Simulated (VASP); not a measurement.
# BN (Qingsongite): exact exchange and RPA correlation, part 3 of 6

How do semilocal functionals compare with the RPA for BN (Qingsongite), and at what cost? The scan starts from a database cell scaled to its smallest volume. The cell is of the zinc-blende type. The start is a cell from a database of measured crystal structures.

VASP 6.6.1, plane waves and PAW; the level of theory is named at each step.

So far. Step 7 (Orbitals for comparison: HSE06, volume ratio 0.94): The run ends at a pressure of 29.52 GPa. Step 8 (Comparison: HSE06, volume ratio 0.94): Its energy is -10.1774 eV an atom, on a zero of its own.

### Step 9. Orbitals, volume ratio 0.97

This step: PBE; plane waves and PAW (N_GW, B_GW) (VASP 6.6.1).

The same chain follows at a volume ratio of 0.97.

The input, INCAR:

```
SYSTEM = BN
PREC = Accurate
ENCUT = 570
EDIFF = 1E-08
NELM = 100
ISMEAR = 0
SIGMA = 0.05
LREAL = .FALSE.
ALGO = Normal
GGA = PE
NBANDS = 10
LORBIT = 11
LWAVE = .TRUE.
LCHARG = .FALSE.
KPAR = 8
```

The input, POSCAR:

```
BN
1.0
    0.0000000000      1.7892411759      1.7892411759
    1.7892411759      0.0000000000      1.7892411759
    1.7892411759      1.7892411759      0.0000000000
N B
1 1
Direct
    0.7500000000      0.7500000000      0.7500000000
    0.0000000000      0.0000000000      0.0000000000
```

The input, KPOINTS:

```
Automatic mesh
0
Gamma
6 6 6
0 0 0
```

The projector-augmented-wave data sets are N_GW and B_GW (PBE family, release 64).

Run with:

```bash
$ mpirun -np 8 vasp_std
```

The log of the run:

```text
[... set-up lines as in an earlier step ...]
 entering main loop
       N       E                     dE             d eps       ncg     rms          rms(c)
DAV:   1     0.390468E+02    0.39047E+02   -0.58395E+03   320   0.945E+02
DAV:   2    -0.168593E+02   -0.55906E+02   -0.53262E+02   374   0.270E+02
DAV:   3    -0.184160E+02   -0.15567E+01   -0.15522E+01   398   0.425E+01
DAV:   4    -0.184236E+02   -0.76254E-02   -0.76242E-02   394   0.318E+00
[...]
DAV:  13    -0.174408E+02   -0.66949E-07   -0.27231E-08   358   0.169E-03    0.690E-05
DAV:  14    -0.174408E+02   -0.14645E-07   -0.82223E-10   220   0.319E-04    0.289E-05
DAV:  15    -0.174408E+02    0.10714E-08   -0.75929E-11   218   0.161E-04
   1 F= -.17440825E+02 E0= -.17440825E+02  d E =-.116129E-12
 writing wavefunctions
```

Wall time 1.4 s (8 MPI ranks of Intel Xeon 6975P-C (Granite Rapids), shared host); peak memory 0.83 GiB.

OUTCAR, selected parts (step 9):

```text
  Total        1.0972931      1.0972931      1.0972931      0.0000000     -0.0000000      0.0000000
  in kB      153.4604963    153.4604963    153.4604963      0.0000000     -0.0000000      0.0000000
  external PRESSURE =     153.4604963 kB  Pullay stress =       0.0000000 kB

 POSITION                                       TOTAL-FORCE (eV/Angst)
 -----------------------------------------------------------------------------------
      2.68386      2.68386      2.68386         0.000000      0.000000      0.000000
      0.00000      0.00000      0.00000        -0.000000     -0.000000     -0.000000
 -----------------------------------------------------------------------------------
    total drift:                               -0.000001     -0.000001     -0.000001

  FREE ENERGIE OF THE ION-ELECTRON SYSTEM (eV)
  ---------------------------------------------------
  free  energy   TOTEN  =       -17.4408247394 eV

  energy  without entropy=      -17.4408247394  energy(sigma->0) =      -17.44082474

[... 1 part as in an earlier step ...]

[... 2 further parts left out ...]
[key lines of the parts left out:]
E-fermi :   8.0760
```

The run ends at a pressure of 15.35 GPa.

### Step 10. Exact exchange, volume ratio 0.97

This step: Hartree-Fock energy on PBE orbitals; plane waves and PAW (N_GW, B_GW) (VASP 6.6.1).

Exact exchange at this point.

The input, INCAR:

```
SYSTEM = BN
PREC = Accurate
ENCUT = 570
ISMEAR = 0
SIGMA = 0.05
LREAL = .FALSE.
GGA = PE
NBANDS = 10
ALGO = Eigenval
NELM = 1
LHFCALC = .TRUE.
AEXX = 1
ALDAC = 0
AGGAC = 0
PRECFOCK = Normal
LWAVE = .FALSE.
LCHARG = .FALSE.
```

POSCAR is that of step 9.

KPOINTS is that of step 9.

The WAVECAR or CHGCAR of an earlier step is read.

Run with:

```bash
$ mpirun -np 8 vasp_std
```

The log of the run:

```text
[banner, memory and clock lines left out]
running    8 mpi-ranks, on    1 nodes
[...]
[... a notice as in an earlier step ...]

 LDA part: xc-table for (Slater+PW92), standard interpolation
 [... a notice as in an earlier step ...]

 found WAVECAR, reading the header
  number of bands has changed, file:    10 present:    16
  trying to continue reading WAVECAR, but it might fail
 POSCAR, INCAR and KPOINTS ok, starting setup
[...]
reading WAVECAR
 random initialization beyond band           10
 the WAVECAR file was read successfully
 initial charge from wavefunction
 entering main loop
       N       E                     dE             d eps       ncg     rms          rms(c)
EIG:   1    -0.295492E+02   -0.29549E+02    0.00000E+00     0   0.000E+00
   1 F= -.29549168E+02 E0= -.29549168E+02  d E =-.166610E-37
```

Wall time 5.8 s (8 MPI ranks); peak memory 0.78 GiB.

Parts of OUTCAR (step 10):

```text
 POSITION                                       TOTAL-FORCE (eV/Angst)
 -----------------------------------------------------------------------------------
      2.68386      2.68386      2.68386        -0.000000      0.000000     -0.000000
      0.00000      0.00000      0.00000         0.000000     -0.000000      0.000000
 -----------------------------------------------------------------------------------
    total drift:                               -0.000001     -0.000001     -0.000001

  FREE ENERGIE OF THE ION-ELECTRON SYSTEM (eV)
  ---------------------------------------------------
  free  energy   TOTEN  =       -29.5491676688 eV

  energy  without entropy=      -29.5491676688  energy(sigma->0) =      -29.54916767

[... 2 parts as in an earlier step ...]

[... 1 further part left out ...]
[key lines of the parts left out:]
E-fermi :   8.2866
```

The Hartree-Fock energy on these orbitals is -14.7746 eV an atom.

### Step 11. Empty bands, volume ratio 0.97

This step: PBE; plane waves and PAW (N_GW, B_GW) (VASP 6.6.1).

The empty bands are made again, for the run that follows.

The input, INCAR:

```
SYSTEM = BN
PREC = Accurate
ENCUT = 570
ISMEAR = 0
SIGMA = 0.05
LREAL = .FALSE.
GGA = PE
NBANDS = 360
ALGO = Exact
NELM = 1
LWAVE = .TRUE.
LCHARG = .FALSE.
LOPTICS = .TRUE.
NEDOS = 1000
CSHIFT = 0.1
```

POSCAR is that of step 10.

KPOINTS is that of step 10.

Run with:

```bash
$ mpirun -np 8 vasp_std
```

The log of the run:

```text
[banner, memory and clock lines left out]
running    8 mpi-ranks, on    1 nodes
[...]
[... a notice as in an earlier step ...]

 LDA part: xc-table for (Slater+PW92), standard interpolation
 found WAVECAR, reading the header
  number of bands has changed, file:    10 present:   360
  trying to continue reading WAVECAR, but it might fail
 POSCAR, INCAR and KPOINTS ok, starting setup
[...]
reading WAVECAR
 random initialization beyond band           10
 the WAVECAR file was read successfully
 initial charge from wavefunction
 entering main loop
       N       E                     dE             d eps       ncg     rms          rms(c)
DIA:   1    -0.174408E+02   -0.17441E+02    0.00000E+00     0   0.000E+00
   1 F= -.17440825E+02 E0= -.17440825E+02  d E =-.991747E-17
 writing wavefunctions
 optical routines
 imaginary and real dielectric function
 recalculating local potential from charge density
 direction            1
 direction            2
 direction            3
```

Elapsed: 1.8 s, on 8 MPI ranks; peak memory 0.88 GiB; 9.4 s of CPU time.

Parts of OUTCAR (step 11):

```text
  Total        1.0973089      1.0973089      1.0973089     -0.0000000     -0.0000000     -0.0000000
  in kB      153.4627049    153.4627049    153.4627049     -0.0000000     -0.0000000     -0.0000000
  external PRESSURE =     153.4627049 kB  Pullay stress =       0.0000000 kB

  FREE ENERGIE OF THE ION-ELECTRON SYSTEM (eV)
  ---------------------------------------------------
  free  energy   TOTEN  =       -17.4408247386 eV

  energy  without entropy=      -17.4408247386  energy(sigma->0) =      -17.44082474

[... 2 parts as in an earlier step ...]

[... 2 further parts left out ...]
[key lines of the parts left out:]
E-fermi :   8.1216
```

WAVECAR now holds 360 bands for 8 electrons.

### Step 12. RPA correlation, volume ratio 0.97

This step: RPA correlation on PBE orbitals; plane waves and PAW (N_GW, B_GW) (VASP 6.6.1).

RPA correlation at this point.

The input, INCAR:

```
SYSTEM = BN
PREC = Accurate
ENCUT = 570
ISMEAR = 0
SIGMA = 0.05
LREAL = .FALSE.
GGA = PE
NBANDS = 360
ALGO = ACFDT
ENCUTGW = 200
NOMEGA = 12
PRECFOCK = Fast
LWAVE = .FALSE.
LCHARG = .FALSE.
```

POSCAR is that of step 11.

KPOINTS is that of step 11.

Run with:

```bash
$ mpirun -np 8 vasp_std
```

The log of the run:

```text
[banner, memory and clock lines left out]
running    8 mpi-ranks, on    1 nodes
[...]
[... a notice as in an earlier step ...]

 LDA part: xc-table for (Slater+PW92), standard interpolation
 found WAVECAR, reading the header
 POSCAR, INCAR and KPOINTS ok, starting setup
[...]
reading WAVECAR
 the WAVECAR file was read successfully
 initial charge from wavefunction
 available memory per node:     34.24 GB, setting MAXMEM to     35066

 The Fermi energy was updated, please check that it is located mid-gap
 values below the HOMO (VB) or above the LUMO (CB) will cause erroneous energies
 E-fermi :  10.0892

 the WAVEDER file was read successfully
 set NWRITE>2 for more details about minimax calculation
 number of imaginary grid points requested:      12
 number of distinct grids requested:  1
 quadrature errors minimized for energies in [ 0.449E+01, 0.573E+03 ]
 bosonic grid (T=0, re) determined with error: 0.3728E-08
 bosonic grid (re): 0.3728E-08
[...]
NQ=  10    0.3333    0.3333    0.0000,
|.........|.........|.........|.........
 performed      36910000 updates of chi_q(r,r)
 total number of BLAS operations       1525.21 Gflops
NQ=  11    0.5000    0.3333    0.0000,
|.........|.........|.........|.........
 performed      40601000 updates of chi_q(r,r)
 total number of BLAS operations       1695.77 Gflops
NQ=  12   -0.3333    0.3333    0.0000,
|.........|.........|.........|.........
 performed      44292000 updates of chi_q(r,r)
 total number of BLAS operations       1853.12 Gflops
NQ=  13    0.5000    0.5000    0.0000,
|.........|.........|.........|.........
 performed      47983000 updates of chi_q(r,r)
 total number of BLAS operations       2042.10 Gflops
NQ=  14    0.5000    0.3333    0.1667,
|.........|.........|.........|.........
 performed      51674000 updates of chi_q(r,r)
 total number of BLAS operations       2212.66 Gflops
NQ=  15   -0.3333    0.3333    0.1667,
|.........|.........|.........|.........
 performed      55365000 updates of chi_q(r,r)
 total number of BLAS operations       2383.21 Gflops
NQ=  16   -0.3333    0.5000    0.1667,
|.........|.........|.........|.........
 performed      59056000 updates of chi_q(r,r)
 total number of BLAS operations       2536.28 Gflops
 entering main loop
```

It took 19 s on 8 MPI ranks; peak memory 1.5 GiB.

OUTCAR, selected parts (step 12):

```text
      cutoff energy     smooth cutoff   RPA   correlation   Hartree contr. to MP2
---------------------------------------------------------------------------------
            200.000           160.000      -11.9740298077      -18.3096881943
            190.476           152.381      -11.8622311107      -18.1782934133
            181.406           145.125      -11.7441497078      -18.0379660445
            172.768           138.214      -11.6182827686      -17.8868493516
            164.541           131.632      -11.4875050958      -17.7279962094
            156.705           125.364      -11.3494705720      -17.5581791402
            149.243           119.394      -11.2034307765      -17.3760228140
            142.136           113.709      -11.0525814488      -17.1842101206
  linear regression

[... 2 parts as in an earlier step ...]

[... 2 further parts left out ...]
[key lines of the parts left out:]
E-fermi :  10.0892
```

The correlation energy is -6.6714 eV an atom, -15 meV against the point before. With exact exchange the total is -21.4460 eV an atom.

### Step 13. Comparison: r2SCAN, volume ratio 0.97

This step: r2SCAN; plane waves and PAW (N_GW, B_GW) (VASP 6.6.1).

The comparison at this point.

The input, INCAR:

```
SYSTEM = BN
PREC = Accurate
ENCUT = 570
EDIFF = 1E-06
NELM = 100
ISMEAR = 0
SIGMA = 0.05
LREAL = .FALSE.
ALGO = Normal
METAGGA = R2SCAN
LASPH = .TRUE.
NBANDS = 10
LWAVE = .FALSE.
LCHARG = .FALSE.
KPAR = 8
```

POSCAR is that of step 12.

KPOINTS is that of step 12.

Run with:

```bash
$ mpirun -np 8 vasp_std
```

The log of the run:

```text
[banner, memory and clock lines left out]
running    8 mpi-ranks, on    1 nodes
[...]
[... a notice as in an earlier step ...]

 [... a notice as in an earlier step ...]

 LDA part: xc-table for (None), standard interpolation
 POSCAR, INCAR and KPOINTS ok, starting setup
[...]
entering main loop
       N       E                     dE             d eps       ncg     rms          rms(c)
DAV:   1     0.356210E+02    0.35621E+02   -0.60015E+03   320   0.969E+02
DAV:   2    -0.213558E+02   -0.56977E+02   -0.54322E+02   376   0.278E+02
DAV:   3    -0.229654E+02   -0.16096E+01   -0.16012E+01   400   0.439E+01
DAV:   4    -0.229740E+02   -0.85543E-02   -0.85532E-02   406   0.338E+00
[...]
DAV:  10    -0.191481E+02    0.31395E-05   -0.68974E-04   434   0.303E-01    0.644E-03
DAV:  11    -0.191481E+02   -0.12019E-05   -0.94007E-06   386   0.339E-02    0.291E-03
DAV:  12    -0.191481E+02   -0.16115E-06   -0.26542E-07   218   0.590E-03
   1 F= -.19148144E+02 E0= -.19148144E+02  d E =-.226330E-20
```

Wall time 2.6 s (8 MPI ranks); peak memory 0.86 GiB; 14 s of CPU time.

From OUTCAR (step 13):

```text
  Total        0.7692477      0.7692477      0.7692477     -0.0000000      0.0000000     -0.0000000
  in kB      107.5821321    107.5821321    107.5821321     -0.0000000      0.0000000     -0.0000000
  external PRESSURE =     107.5821321 kB  Pullay stress =       0.0000000 kB

 POSITION                                       TOTAL-FORCE (eV/Angst)
 -----------------------------------------------------------------------------------
      2.68386      2.68386      2.68386        -0.000000      0.000000      0.000000
      0.00000      0.00000      0.00000         0.000000     -0.000000     -0.000000
 -----------------------------------------------------------------------------------
    total drift:                               -0.000001     -0.000001     -0.000001

  FREE ENERGIE OF THE ION-ELECTRON SYSTEM (eV)
  ---------------------------------------------------
  free  energy   TOTEN  =       -19.1481440640 eV

  energy  without entropy=      -19.1481440640  energy(sigma->0) =      -19.14814406

[... 2 parts as in an earlier step ...]

[... 1 further part left out ...]
[key lines of the parts left out:]
E-fermi :   7.9940
```

Its energy is -9.5741 eV an atom, on a zero of its own.

### Step 14. Orbitals for comparison: HSE06, volume ratio 0.97

This step: PBE; plane waves and PAW (N_GW, B_GW) (VASP 6.6.1).

Starting orbitals, as before.

The input, INCAR:

```
SYSTEM = BN
PREC = Accurate
ENCUT = 570
EDIFF = 1E-05
NELM = 100
ISMEAR = 0
SIGMA = 0.05
LREAL = .FALSE.
ALGO = Normal
GGA = PE
NBANDS = 10
LORBIT = 11
LWAVE = .TRUE.
LCHARG = .FALSE.
KPAR = 8
```

POSCAR is that of step 13.

KPOINTS is that of step 13.

Run with:

```bash
$ mpirun -np 8 vasp_std
```

The log of the run:

```text
[... set-up lines as in an earlier step ...]
 entering main loop
       N       E                     dE             d eps       ncg     rms          rms(c)
[... 9 cycles as in an earlier step ...]
DAV:  10    -0.174408E+02   -0.10732E-05   -0.68828E-05   390   0.101E-01
   1 F= -.17440821E+02 E0= -.17440821E+02  d E =-.105336E-12
 writing wavefunctions
```

Wall time 1 s (8 MPI ranks); peak memory 0.86 GiB.

OUTCAR, selected parts (step 14):

```text
  Total        1.0955887      1.0955887      1.0955887      0.0000000      0.0000000      0.0000000
  in kB      153.2221204    153.2221204    153.2221204      0.0000000      0.0000000      0.0000000
  external PRESSURE =     153.2221204 kB  Pullay stress =       0.0000000 kB

 POSITION                                       TOTAL-FORCE (eV/Angst)
 -----------------------------------------------------------------------------------
      2.68386      2.68386      2.68386        -0.000000     -0.000000     -0.000000
      0.00000      0.00000      0.00000         0.000000      0.000000      0.000000
 -----------------------------------------------------------------------------------
    total drift:                               -0.000000     -0.000000     -0.000000

  FREE ENERGIE OF THE ION-ELECTRON SYSTEM (eV)
  ---------------------------------------------------
  free  energy   TOTEN  =       -17.4408208429 eV

  energy  without entropy=      -17.4408208429  energy(sigma->0) =      -17.44082084

[... 2 parts as in an earlier step ...]

[... 1 further part left out ...]
[key lines of the parts left out:]
E-fermi :   8.0764
```

The run ends at a pressure of 15.32 GPa.

### Step 15. Comparison: HSE06, volume ratio 0.97

This step: HSE06; plane waves and PAW (N_GW, B_GW) (VASP 6.6.1).

The comparison at this point.

The input, INCAR:

```
SYSTEM = BN
PREC = Accurate
ENCUT = 570
EDIFF = 1E-06
NELM = 100
ISMEAR = 0
SIGMA = 0.05
LREAL = .FALSE.
ALGO = Normal
LHFCALC = .TRUE.
AEXX = 0.25
GGA = PE
HFSCREEN = 0.2
LASPH = .TRUE.
NBANDS = 10
PRECFOCK = Fast
LWAVE = .FALSE.
LCHARG = .FALSE.
KPAR = 8
```

POSCAR is that of step 14.

KPOINTS is that of step 14.

The WAVECAR or CHGCAR of an earlier step is read.

Run with:

```bash
$ mpirun -np 8 vasp_std
```

The log of the run:

```text
[... set-up lines as in an earlier step ...]
 entering main loop
       N       E                     dE             d eps       ncg     rms          rms(c)
DAV:   1    -0.203836E+02   -0.20384E+02   -0.29814E-01   454   0.754E+00    0.364E-01
DAV:   2    -0.203841E+02   -0.52054E-03   -0.13709E-03   392   0.388E-01    0.235E-01
DAV:   3    -0.203835E+02    0.63433E-03   -0.40102E-04   430   0.209E-01    0.137E-01
DAV:   4    -0.203833E+02    0.16911E-03   -0.13322E-04   494   0.134E-01    0.793E-02
DAV:   5    -0.203833E+02    0.48065E-04   -0.31384E-05   492   0.787E-02    0.451E-02
DAV:   6    -0.203833E+02    0.13890E-04   -0.83679E-06   468   0.439E-02    0.255E-02
DAV:   7    -0.203833E+02    0.40173E-05   -0.21723E-06   342   0.230E-02    0.146E-02
DAV:   8    -0.203833E+02    0.11343E-05   -0.54411E-07   200   0.118E-02    0.845E-03
DAV:   9    -0.203833E+02    0.27432E-06   -0.23698E-07   190   0.671E-03
   1 F= -.20383264E+02 E0= -.20383264E+02  d E =-.140617E-10
```

It took 6.4 s on 8 MPI ranks; peak memory 1.6 GiB; 42 s of CPU time.

OUTCAR, selected parts (step 15):

```text
 POSITION                                       TOTAL-FORCE (eV/Angst)
 -----------------------------------------------------------------------------------
      2.68386      2.68386      2.68386         0.000000      0.000000      0.000000
      0.00000      0.00000      0.00000        -0.000000     -0.000000     -0.000000
 -----------------------------------------------------------------------------------
    total drift:                               -0.000002     -0.000001     -0.000001

  FREE ENERGIE OF THE ION-ELECTRON SYSTEM (eV)
  ---------------------------------------------------
  free  energy   TOTEN  =       -20.3832638873 eV

  energy  without entropy=      -20.3832638873  energy(sigma->0) =      -20.38326389

[... 2 parts as in an earlier step ...]

[... 1 further part left out ...]
[key lines of the parts left out:]
E-fermi :   7.1633
```

Its energy is -10.1916 eV an atom, on a zero of its own.

[end of part 3 of 6]

[Long decimals in the printed logs are rounded to 6 places.]

[Lines on the potential files, build, host, timing and source positions are cut from VASP's logs without a mark.]

[Logs are printed without paths, hosts, clocks, repeated set-up lines and the standing remarks that a program may print on its own settings, such as how far it seeks lower states.]

[Hosts, paths, dates, database ids (printed as entryN), source tags and the programs' standing remarks are cut or masked in the printed files.]

[Measured values are set beside computed ones only where the two were judged alike; some that the calculation misses by far are left out.]

[Pressures printed for these runs are not shown converged in the cutoff: they can be off by several GPa and have the wrong sign.]
